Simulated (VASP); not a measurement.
This VASP 6.6.1 run on BeCr3 needs a look.

File INCAR:

```
PREC     = Accurate       # precision mode
ENCUT    = 520            # plane-wave cutoff, eV
EDIFF    = 1E-6           # SCF threshold, eV
ISMEAR   = -1             # smearing method
SIGMA    = 0.05           # smearing width, eV
LREAL    = F              # projectors in reciprocal space
LASPH    = T              # aspherical terms in the spheres
NELM     = 93             # most SCF steps
ALGO     = Fast           # electronic algorithm
ISIF     = 2              # what is computed and relaxed
LWAVE    = F              # write WAVECAR
LCHARG   = F              # write CHGCAR
ISPIN    = 2              # spin polarisation
MAGMOM   = 3 3 3 0        # initial moments
LORBIT   = 11             # projections on sites
LMAXMIX  = 4              # l up to which the mixer works
GGA      = PE             # functional
NBANDS   = 31             # bands
NUPDOWN  = 60             # fixed moment
```

The input KPOINTS:

```
Automatic mesh
0
Gamma
  6 6 6
```

Contents of POSCAR:

```
BeCr3
1.0
    3.3707654400      0.0000000000      0.0000000000
    0.0000000000      3.5112140000      0.0000000000
    0.0000000000      0.0000000000      3.5112140000
Cr Be
3 1
Direct
    0.5000000000      0.5000000000      0.0000000000
    0.5000000000      0.0000000000      0.5000000000
    0.0000000000      0.5000000000      0.5000000000
    0.0000000000      0.0000000000      0.0000000000
```

Potentials or basis: VASP PAW PBE potentials, release 64 (Cr_pv, Be).

Launch:

```sh
$ cat potpaw_PBE.64/Cr_pv/POTCAR potpaw_PBE.64/Be/POTCAR > POTCAR
$ mpirun -np 1 vasp_std > vasp.out
```

OUTCAR:

```text
PREC = Accurate
   ENCUT = 520
   EDIFF = 1E-6
   ISMEAR = -1
   LREAL = F
   LASPH = T
   NELM = 93
   ISIF = 2
   ISPIN = 2
   LORBIT = 11
   GGA = PE
   NUPDOWN = 60

 ion  position               nearest neighbor table
   1  0.500  0.500  0.000-   3 2.43   4 2.43   3 2.43   4 2.43   3 2.43   4 2.43   3 2.43   4 2.43
                             2 2.48   2 2.48   2 2.48   2 2.48
   2  0.500  0.000  0.500-   3 2.43   4 2.43   4 2.43   3 2.43   3 2.43   4 2.43   4 2.43   3 2.43
                             1 2.48   1 2.48   1 2.48   1 2.48
   3  0.000  0.500  0.500-   1 2.43   2 2.43   1 2.43   2 2.43   1 2.43   2 2.43   1 2.43   2 2.43
                             4 2.48   4 2.48   4 2.48   4 2.48
   4  0.000  0.000  0.000-   1 2.43   2 2.43   2 2.43   1 2.43   1 2.43   2 2.43   2 2.43   1 2.43
                             3 2.48   3 2.48   3 2.48   3 2.48

  LATTYP: Found a simple tetragonal cell.
 ALAT       =     3.5112140000
[... 152 lines left out ...]
   EDIFF  = 0.1E-05   stopping-criterion for ELM
   LREAL  =      F    real-space projection
   EDIFFG = 0.1E-04   stopping-criterion for IOM
   NSW    =      0    number of steps for IOM
   IBRION =     -1    ionic relax: 0-MD 1-quasi-New 2-CG
   NFREE  =      0    steps in history (QN), initial steepest desc. (CG)
   ISIF   =      2    stress and relaxation
   ISYM   =      2    0-nonsym 1-usesym 2-fastsym
   POTIM  = 0.5000    time-step for ionic-motion
   TEBEG  =    0.0;   TEEND  =   0.0 temperature during run
   PSTRESS=    0.0 pullay stress
   NELECT =      38.0000    total number of electrons
   NUPDOWN=      60.0000    fix difference up-down
   EMIN   =  10.00;   EMAX   =-10.00  energy-range for DOS
   EFERMI =   0.00;   METHOD = LEGACY
   ISMEAR =    -1;   SIGMA  =   0.05  broadening in eV -4-tet -1-fermi 0-gaus
   EFERMI_NEDOS =   21; number of points for ismear=-14 and -15
   IALGO  =     68    algorithm
   IMIX   =      4    mixing-type and parameters
     AMIX     =   0.40;   BMIX     =  1.00
     AMIX_MAG =   1.60;   BMIX_MAG =  1.00
  volume/ion in A,a.u.               =      10.39        70.11
  Fermi-wavevector in a.u.,A,eV,Ry     =   1.588992  3.002759 34.353281  2.524895
  Thomas-Fermi vector in A             =   2.687910
   LORBIT       =     11    0 simple, 1 ext, 2 COOP (PROOUT), +10 PAW based schemes
   GGA     = PE    functional components
   LHFCALC =     F    Hartree Fock is set to
   AEXX    =    0.0000 exact exchange contribution
   IVDW    =     0    specifies the selected vdW correction
   LEPSILON=     F    determine dielectric tensor
   LRPA    =     F    only Hartree local field effects (RPA)
 spin polarized calculation
 RMM-DIIS sequential band-by-band and
  energy-cutoff  :      520.00
  volume of cell :       41.56
 maximum number of plane-waves:      1140
 NGX is ok and might be reduce to    28
   NGX = 13   NGY = 13   NGZ = 13
```

On the terminal:

```text
POSCAR found type information on POSCAR CrBe
 POSCAR found :  2 types and       4 ions
 scaLAPACK will be used
 LDA part: xc-table for (Slater+PW92), standard interpolation
 POSCAR, INCAR and KPOINTS ok, starting setup
 FFT: planning ... GRIDC
 FFT: planning ... GRID_SOFT
 FFT: planning ... GRID
 WAVECAR not read
 entering main loop
```

Problem. Diagnose the run.

Solution. The run was cut off at its time limit. The input holds a flaw that was put in on purpose: moment fixed beyond the electrons at hand (ISPIN = 2; NUPDOWN = 60).
